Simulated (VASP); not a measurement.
The system is Fe.

```
CELL_PARAMETERS angstrom
-1.42955 1.42955 1.42955
1.42955 -1.42955 1.42955
1.42955 1.42955 -1.42955
ATOMIC_POSITIONS crystal
Fe 0.00000 0.00000 0.00000
```

| Property | Result |
| --- | --- |
| Program | VASP 6.6.1 |
| Task | relaxation of cell and atoms |
| Functional | PBEsol |
| Potentials or basis | VASP PAW PBE potentials, release 64 (Fe) |
| Cutoff | 600 eV |
| k mesh | 8 × 8 × 8 |
| Occupations | gaussian, width 0.1 eV |
| Spin | collinear spin, ferromagnetic start |
| Starting moments | [3.0] μB |

At the start: pressure -11.4 GPa; volume 11.69 Å³/atom.

Q: Where does the relaxation end?

A: Over 4 steps the energy falls by 40.2 meV/atom and the volume is 10.74 Å³/atom (-8.1 %); space group Im-3m (No. 229, to 0.05 Å); moment 2.00 μB per cell.

Step by step:
```csv
step,energy change (eV),largest force (eV/Å),pressure (GPa),volume (Å³)
1,0.0000,0.0000,-11.36,11.69
2,-0.0270,0.0000,10.90,10.34
3,-0.0402,0.0000,-0.37,10.76
4,-0.0402,0.0000,0.05,10.74
```

Final structure:
```yaml
crystal:
  lattice:
    - [-1.38994, 1.38994, 1.38994]
    - [1.38994, -1.38994, 1.38994]
    - [1.38994, 1.38994, -1.38994]
  atoms:
    - { symbol: Fe, position: [0.00000, 0.00000, 0.00000] }
```

Caveat: the k mesh is coarse (spacing up to 0.39 Å⁻¹), so the values aren't converged; the PAW data sets were made with another functional, which shifts forces and pressure a little.
